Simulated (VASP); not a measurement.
```
CdTe
1.0
    4.62546     0.00000     0.00000
   -2.31273     4.00577     0.00000
    0.00000     0.00000     7.57832
Cd Te
2 2
Direct
  0.33333   0.66667   0.00035
  0.66667   0.33333   0.50035
  0.33333   0.66667   0.37465
  0.66667   0.33333   0.87465
```

Calculation: r2SCAN meta-GGA, VASP's PBE PAW potentials (set 64) (plane waves; VASP). Settings: 400 eV cut-off, 6×6×4 Γ-centred mesh, tetrahedra with Blöchl corrections, potentials Cd Te.

Unless said otherwise, spin-orbit coupling is left out, though it shifts the bands of the heavy elements here.

Question: Give the energies of bands 13 to 21 at the high-symmetry points, in eV from the valence-band maximum.

Answer: 
```json
[
 {"band": "13", "Γ": "-4.34", "M": "-4.26", "K": "-3.87", "A": "-2.66", "L": "-4.25", "H": "-4.17"},
 {"band": "14", "Γ": "-0.77", "M": "-3.68", "K": "-3.87", "A": "-2.66", "L": "-4.25", "H": "-4.17"},
 {"band": "15", "Γ": "-0.77", "M": "-2.64", "K": "-2.96", "A": "-0.41", "L": "-1.39", "H": "-2.42"},
 {"band": "16", "Γ": "-0.07", "M": "-1.81", "K": "-1.90", "A": "-0.41", "L": "-1.39", "H": "-2.42"},
 {"band": "17", "Γ": "0.00", "M": "-1.38", "K": "-1.90", "A": "-0.41", "L": "-1.34", "H": "-1.13"},
 {"band": "18", "Γ": "0.00", "M": "-0.76", "K": "-1.72", "A": "-0.41", "L": "-1.34", "H": "-1.13"},
 {"band": "19", "Γ": "1.22", "M": "2.77", "K": "3.64", "A": "2.42", "L": "2.60", "H": "3.27"},
 {"band": "20", "Γ": "2.02", "M": "3.05", "K": "4.49", "A": "2.42", "L": "2.60", "H": "3.27"},
 {"band": "21", "Γ": "4.96", "M": "4.39", "K": "4.49", "A": "5.41", "L": "4.19", "H": "5.33"}
]
```

The gap is direct, 1.22 eV, from the valence maximum at Γ to the conduction minimum at Γ.

The structure comes from a computed database's CdTe entry (P6_3mc); how it stands against other phases isn't given here. It was relaxed first.
